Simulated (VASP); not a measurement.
Method: PBE GGA, VASP's PBE PAW potentials (set 64) (plane waves; VASP 6.6.1).

VASP ran on this input.

**POSCAR**
```
Ir16O
1
    5.4755939291     0.0000000000     0.0000000000
    2.7377969646     4.7420032042     0.0000000000
    0.0000000000     0.0000000000    20.8222511960
Ir O
16 1
Direct
  0.9998878400   0.9998878400   0.3411890568
  0.5002243201   0.9998878400   0.3411890568
  0.9998878400   0.5002243201   0.3411890568
  0.5000000000   0.5000000000   0.3416021701
  0.1666670000   0.1666670000   0.4471071481
  0.6669253669   0.1661502662   0.4465622763
  0.1661502662   0.6669253669   0.4465622763
  0.6669253669   0.6669253669   0.4465622763
  0.8323355170   0.3338317415   0.5520021912
  0.3338317415   0.3338317415   0.5520021912
  0.8333330000   0.8333330000   0.5529870493
  0.3338317415   0.8323355170   0.5520021912
  0.9923386034   0.9923386034   0.6611757898
  0.5153227933   0.9923386034   0.6611757898
  0.9923386034   0.5153227933   0.6611757898
  0.5000000000   0.5000000000   0.6573303720
  0.1666670000   0.1666670000   0.7193623180
```

**KPOINTS**
```
Automatic mesh
0
Gamma
  6 6 1
0 0 0
```

### INCAR
```
SYSTEM = Ir16O
PREC = Normal
ENCUT = 400
EDIFF = 1E-6
NELM = 100
ALGO = Normal
LREAL = .FALSE.
LASPH = .TRUE.
ISMEAR = 1
SIGMA = 0.1
GGA = PE
LMAXMIX = 6
LWAVE = .FALSE.
LCHARG = .FALSE.
NELMIN = 4
LDIPOL = .TRUE.
IDIPOL = 3
DIPOL = 0.5 0.5 0.5
LVHAR = .TRUE.
LORBIT = 11
```

POTCAR, in this order: Ir O (PBE.64 set). Program: vasp_std. Read from the step before: WAVECAR.

Output of the run:

**OUTCAR**
```
 ion  position               nearest neighbor table
   1  1.000  1.000  0.341-   7 2.70   6 2.70   5 2.71   3 2.74   2 2.74   4 2.74   4 2.74   3 2.74
                             2 2.74
   2  0.500  1.000  0.341-   8 2.70   6 2.70   5 2.71   3 2.74   1 2.74   4 2.74   4 2.74   3 2.74
                             1 2.74
   3  1.000  0.500  0.341-   8 2.70   7 2.70   5 2.71   2 2.74   1 2.74   4 2.74   4 2.74   2 2.74
                             1 2.74
   4  0.500  0.500  0.342-   6 2.70   7 2.70   8 2.70   2 2.74   1 2.74   1 2.74   2 2.74   3 2.74
                             3 2.74
   5  0.167  0.167  0.447-  10 2.70  12 2.70   9 2.70   3 2.71   2 2.71   1 2.71   8 2.74   7 2.74
                             8 2.74   7 2.74   6 2.74   6 2.74
   6  0.667  0.166  0.447-   4 2.70   1 2.70   2 2.70   9 2.70  10 2.70  11 2.72   7 2.73   8 2.73
                             5 2.74   5 2.74   7 2.74   8 2.74
   7  0.166  0.667  0.447-   4 2.70   1 2.70   3 2.70  12 2.70  10 2.70  11 2.72   6 2.73   8 2.73
                             5 2.74   5 2.74   6 2.74   8 2.74
   8  0.667  0.667  0.447-   4 2.70   2 2.70   3 2.70   9 2.70  12 2.70  11 2.72   6 2.73   7 2.73
                             5 2.74   5 2.74   6 2.74   7 2.74
   9  0.832  0.334  0.552-   5 2.70  16 2.70   6 2.70   8 2.70  12 2.73  10 2.73  11 2.74  11 2.74
                            12 2.75  10 2.75  13 2.79  15 2.79
  10  0.334  0.334  0.552-   5 2.70  16 2.70   7 2.70   6 2.70  12 2.73   9 2.73  11 2.74  11 2.74
                            12 2.75   9 2.75  14 2.79  15 2.79
  11  0.833  0.833  0.553-  15 2.71  14 2.71  13 2.71   8 2.72   6 2.72   7 2.72  10 2.74   9 2.74
                            10 2.74   9 2.74  12 2.74  12 2.74
  12  0.334  0.832  0.552-   5 2.70  16 2.70   7 2.70   8 2.70   9 2.73  10 2.73  11 2.74  11 2.74
                             9 2.75  10 2.75  13 2.79  14 2.79
  13  0.992  0.992  0.661-  17 2.05  15 2.61  14 2.61  11 2.71  16 2.74  16 2.74   9 2.79  12 2.79
                            15 2.86  14 2.86
  14  0.515  0.992  0.661-  17 2.05  15 2.61  13 2.61  11 2.71  16 2.74  16 2.74  10 2.79  12 2.79
                            15 2.86  13 2.86
  15  0.992  0.515  0.661-  17 2.05  14 2.61  13 2.61  11 2.71  16 2.74  16 2.74  10 2.79   9 2.79
                            14 2.86  13 2.86
  16  0.500  0.500  0.657-  12 2.70   9 2.70  10 2.70  14 2.74  13 2.74  13 2.74  14 2.74  15 2.74
                            15 2.74
  17  0.167  0.167  0.719-  15 2.05  14 2.05  13 2.05
  LATTYP: Found a hexagonal cell.
 ALAT       =     5.4755937220
 C/A-ratio  =     3.8027385254
 Subroutine PRICEL returns:
 Original cell was already a primitive cell.
 Subroutine GETGRP returns: Found  6 space group operations
The static configuration has the point symmetry C_1h.
 The point group associated with its full space group is C_3v.
The dynamic configuration has the point symmetry C_1h.
 Subroutine INISYM returns: Found  6 space group operations
 Subroutine IBZKPT returns following result:
 Found      7 irreducible k-points:

 Following reciprocal coordinates:
            Coordinates               Weight
  0.000000  0.000000  0.000000      1.000000
  0.166667 -0.000000  0.000000      6.000000
  0.333333  0.000000  0.000000      6.000000
  0.500000  0.000000  0.000000      3.000000
  0.333333  0.166667  0.000000      6.000000
  0.500000  0.166667  0.000000     12.000000
 -0.333333  0.333333  0.000000      2.000000
   k-points           NKPTS =      7   k-points in BZ     NKDIM =      7   number of bands    NBANDS=     90
   number of dos      NEDOS =    301   number of ions     NIONS =     17
   total plane-waves  NPLWV =  84672
   dimension x,y,z NGX =    28 NGY =   28 NGZ =  108
   dimension x,y,z NGXF=    56 NGYF=   56 NGZF=  216
   ions per type =              16   1
   PREC   = normal    normal or accurate (medium, high low for compatibility)
   ISTART =      1    job   : 0-new  1-cont  2-samecut
   ICHARG =      0    charge: 1-file 2-atom 10-const
   ISPIN  =      1    spin polarized calculation?
   LNONCOLLINEAR =      F non collinear calculations
   LSORBIT =      F    spin-orbit coupling
   INIWAV =      1    electr: 0-lowe 1-rand  2-diag
   ENCUT  =  400.0 eV  29.40 Ry    5.42 a.u.   8.93  8.93 33.96*2*pi/ulx,y,z
   NELM   =    100;   NELMIN=  4; NELMDL=  0     # of ELM steps
   EDIFF  = 0.1E-05   stopping-criterion for ELM
   LREAL  =      F    real-space projection
   NLSPLINE    = F    spline interpolate recip. space projectors
   LMAXMIX     =    6 max onsite mixed and CHGCAR
...
```

File OSZICAR:
```
       N       E                     dE             d eps       ncg     rms          rms(c)
DAV:   1    -0.141561226724E+03   -0.14156E+03   -0.18948E+00  2488   0.611E+00    0.769E+00
DAV:   2    -0.238072318276E+03   -0.96511E+02   -0.24709E+02  2480   0.112E+02    0.849E+01
DAV:   3    -0.145599102136E+03    0.92473E+02   -0.11634E+02  2350   0.531E+01    0.265E+01
DAV:   4    -0.141216110716E+03    0.43830E+01   -0.32576E+01  2064   0.241E+01    0.789E+00
DAV:   5    -0.140954196333E+03    0.26191E+00   -0.67733E+00  1944   0.105E+01    0.179E+00
DAV:   6    -0.141025410856E+03   -0.71215E-01   -0.75185E-01  1784   0.393E+00    0.127E+00
DAV:   7    -0.141013469868E+03    0.11941E-01   -0.11740E-01  2112   0.196E+00    0.964E-01
DAV:   8    -0.141016162469E+03   -0.26926E-02   -0.11376E-02  1704   0.419E-01    0.104E+00
DAV:   9    -0.141015916737E+03    0.24573E-03   -0.95611E-04  1670   0.181E-01    0.985E-01
DAV:  10    -0.141014245099E+03    0.16716E-02   -0.18291E-03  2312   0.249E-01    0.756E-01
DAV:  11    -0.141013488054E+03    0.75704E-03   -0.42310E-03  1990   0.385E-01    0.461E-01
DAV:  12    -0.141012707597E+03    0.78046E-03   -0.17195E-03  2040   0.247E-01    0.325E-01
DAV:  13    -0.141012453266E+03    0.25433E-03   -0.33684E-04  2008   0.106E-01    0.283E-01
DAV:  14    -0.141012205073E+03    0.24819E-03   -0.17587E-04  2024   0.749E-02    0.234E-01
DAV:  15    -0.141012079614E+03    0.12546E-03   -0.13292E-04  1976   0.637E-02    0.197E-01
DAV:  16    -0.141011985887E+03    0.93727E-04   -0.79694E-05  2032   0.567E-02    0.158E-01
DAV:  17    -0.141011884194E+03    0.10169E-03   -0.96741E-05  2184   0.513E-02    0.110E-01
DAV:  18    -0.141011834908E+03    0.49285E-04   -0.47160E-05  2088   0.371E-02    0.761E-02
DAV:  19    -0.141011799858E+03    0.35051E-04   -0.49439E-05  2136   0.394E-02    0.331E-02
DAV:  20    -0.141011794803E+03    0.50545E-05   -0.20435E-05  1968   0.212E-02    0.156E-02
DAV:  21    -0.141011794197E+03    0.60653E-06   -0.48990E-06  1056   0.115E-02
   1 F= -.14101179E+03 E0= -.14101211E+03  d E =0.944539E-03
```

### OUTCAR
```
------------------------ aborting loop because EDIFF is reached ----------------------------------------
  FORCE on cell =-STRESS in cart. coord.  units (eV):
  Direction    XX          YY          ZZ          XY          YZ          ZX
  --------------------------------------------------------------------------------------
  Total      -11.6395212    -11.6395200     -0.7895140     -0.0000000      0.0000000     -0.0000000
  in kB      -34.4925211    -34.4925177     -2.3396435     -0.0000000      0.0000000     -0.0000000
  external PRESSURE =     -23.7748941 kB  Pullay stress =       0.0000000 kB
  volume of cell :      540.66
      direct lattice vectors                 reciprocal lattice vectors
     5.475593929  0.000000000  0.000000000     0.182628590 -0.105440671  0.000000000
     2.737796965  4.742003204  0.000000000     0.000000000  0.210881342  0.000000000
     0.000000000  0.000000000 20.822251196     0.000000000  0.000000000  0.048025547
 POSITION                                       TOTAL-FORCE (eV/Angst)
 -----------------------------------------------------------------------------------
      8.21247      4.74147      7.10432         0.006218      0.003590      0.009921
      5.47652      4.74147      7.10432        -0.006218      0.003590      0.009921
      6.84449      2.37207      7.10432        -0.000000     -0.007180      0.009921
      4.10670      2.37100      7.11293         0.000000      0.000000     -0.006947
      1.36890      0.79034      9.30978         0.000000      0.000000      0.000488
      4.10670      0.78789      9.29843        -0.000000     -0.004488     -0.010219
      2.73568      3.16256      9.29843        -0.003887      0.002244     -0.010219
      5.47772      3.16256      9.29843         0.003887      0.002244     -0.010219
      5.47149      1.58303     11.49393        -0.002121      0.001225      0.013181
      2.74189      1.58303     11.49393         0.002121      0.001225      0.013181
      6.84449      3.95167     11.51444         0.000000      0.000000     -0.002538
      4.10669      3.94694     11.49393        -0.000000     -0.002449      0.013181
      8.15046      4.70567     13.76717         0.003517      0.002030     -0.005431
      5.53852      4.70567     13.76717        -0.003517      0.002030     -0.005431
      6.84449      2.44366     13.76717        -0.000000     -0.004061     -0.005431
      4.10670      2.37100     13.68710         0.000000      0.000000     -0.006867
      1.36890      0.79034     14.97874         0.000000      0.000000     -0.006494
 -----------------------------------------------------------------------------------
    total drift:                                0.002862      0.001650     -0.001046
  FREE ENERGIE OF THE ION-ELECTRON SYSTEM (eV)
  ---------------------------------------------------
  free  energy   TOTEN  =      -141.0117941967 eV

  energy  without entropy=     -141.0127387354  energy(sigma->0) =     -141.01210904

 total charge

# of ion       s       p       d       tot
------------------------------------------
    1        0.662   0.563   6.892   8.117
    2        0.662   0.563   6.892   8.117
    3        0.662   0.563   6.892   8.117
    4        0.661   0.568   6.886   8.116
    5        0.662   0.719   6.952   8.334
    6        0.663   0.723   6.940   8.326
    7        0.663   0.723   6.940   8.326
    8        0.663   0.723   6.940   8.326
    9        0.655   0.702   6.942   8.300
   10        0.655   0.702   6.942   8.300
   11        0.671   0.718   6.976   8.365
   12        0.655   0.702   6.942   8.300
   13        0.660   0.637   6.905   8.201
   14        0.660   0.637   6.905   8.201
   15        0.660   0.637   6.905   8.201
   16        0.654   0.544   6.964   8.161
   17        1.614   3.317   0.000   4.931
--------------------------------------------------
tot         12.183  13.741 110.817 136.740
```
(Selected blocks of OUTCAR.)

### OUTCAR
```
 val. band max:        1.2259610237   @ k =   0.5000   0.0000   0.0000

 cond. band min:       1.2339065179   @ k =   0.0000   0.0000   0.0000


 Fermi energy:         1.2314117996

 k-point     1 :       0.0000    0.0000    0.0000
  band No.  band energies     occupation
      1     -18.4130      2.00000
      2      -9.1064      2.00000
      3      -7.5998      2.00000
      4      -6.5565      2.00000
      5      -6.4267      2.00000
      6      -6.2928      2.00000
      7      -6.2927      2.00000
      8      -6.2589      2.00000
      9      -6.1477      2.00000
     10      -6.1477      2.00000
     11      -6.1154      2.00000
     12      -5.7874      2.00000
     13      -5.7873      2.00000
     14      -5.6793      2.00000
     15      -5.5732      2.00000
     16      -5.5081      2.00000
     17      -5.5081      2.00000
     18      -5.0721      2.00000
     19      -5.0721      2.00000
     20      -5.0604      2.00000
     21      -4.4828      2.00000
     22      -4.4828      2.00000
     23      -4.2887      2.00000
     24      -3.9881      2.00000
     25      -3.9881      2.00000
     26      -3.1438      2.00000
     27      -2.9891      2.00000
     28      -2.8860      2.00000
     29      -2.8860      2.00000
     30      -2.6753      2.00000
     31      -2.6318      2.00000
     32      -2.6318      2.00000
     33      -2.5480      2.00000
     34      -2.5229      2.00000
     35      -2.5229      2.00000
     36      -2.3554      2.00000
     37      -2.3554      2.00000
     38      -2.2852      2.00000
     39      -2.2409      2.00000
     40      -2.2409      2.00000
     41      -2.0579      2.00000
     42      -1.8207      2.00000
     43      -1.8207      2.00000
     44      -1.6894      2.00000
     45      -1.6894      2.00000
     46      -1.6247      2.00000
     47      -1.3735      2.00000
     48      -1.3735      2.00000
     49      -1.3012      2.00000
     50      -0.9516      2.00000
     51      -0.9516      2.00000
...
```

At this cut-off the stress carries a Pulay error, which pulls relaxed volumes low. Unless said otherwise, spin-orbit coupling is left out, though it shifts the bands of the heavy elements here.

The cell is a thin slab with vacuum, built from Ir (fcc): (111) face, O adsorbed.
